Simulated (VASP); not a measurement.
## KHgF3: single point with LDA

Crystal: KHgF3.

```xyz
5
Lattice="3.2020 -3.2081 0.0000 3.2020 3.2081 0.0000 0.0000 0.0000 4.5244" Properties=species:S:1:pos:R:3 pbc="T T T"
K     0.0000    0.0000    2.2622
Hg    3.2020    0.0000    0.0000
F     1.6010    1.6040    0.0000
F     1.6010   -1.6040    0.0000
F     3.2020    0.0000    2.2622
```

The cell comes from a database or a generator and needn't be the stable form of this composition.

| Item | Value |
| --- | --- |
| Program | VASP 6.6.1 |
| Task | single point |
| Functional | LDA |
| Potentials or basis | VASP PAW LDA potentials, release 64 (K_sv, Hg, F) |
| Cutoff | 520 eV |
| k mesh | 8 × 8 × 8 |
| Occupations | gaussian, width 0.03 eV |
| Spin | no spin polarisation |
| Dipole correction | no |
| Further INCAR settings | ALGO = Fast; EDIFF = 1e-06; NBANDS = 29 |

The pressure is -3.2 GPa. The band gap on the k mesh is 0.32 eV, indirect (least direct gap 2.89 eV).

Stress tensor (GPa, compression positive):
```
-3.25  0.00  0.00
 0.00 -3.27  0.00
 0.00  0.00 -3.15
```

Levels at points of the mesh, in eV from the valence-band top:
```csv
k point,band 18,band 19,band 20,band 21,band 22,band 23,band 24,band 25
"(0.00, 0.00, 0.00)",-2.58,-2.58,-2.57,-2.57,0.32,6.21,7.15,7.15
"(0.50, 0.00, 0.00)",-2.61,-2.15,-2.13,-2.13,3.00,5.42,7.79,8.61
"(0.50, 0.50, 0.00)",-2.21,-2.16,-2.16,-0.01,4.30,6.98,6.98,7.41
"(0.00, 0.00, 0.50)",-2.61,-2.15,-2.13,-2.13,3.02,5.43,7.79,8.61
"(0.50, 0.00, 0.50)",-2.21,-2.16,-2.16,0.00,4.31,6.98,6.99,7.42
"(0.50, 0.50, 0.50)",-2.13,-2.13,-0.01,0.00,5.59,6.37,6.37,6.38
```

Wall time 6 min on 1 thread of Intel(R) Xeon(R) Platinum 8259CL CPU @ 2.50GHz (Skylake/Cascade Lake) (shared host), peak memory 0.37 GiB.

Caveat: spin-orbit coupling is left out, which moves the levels of the heavy elements. A k mesh can miss the band edges.
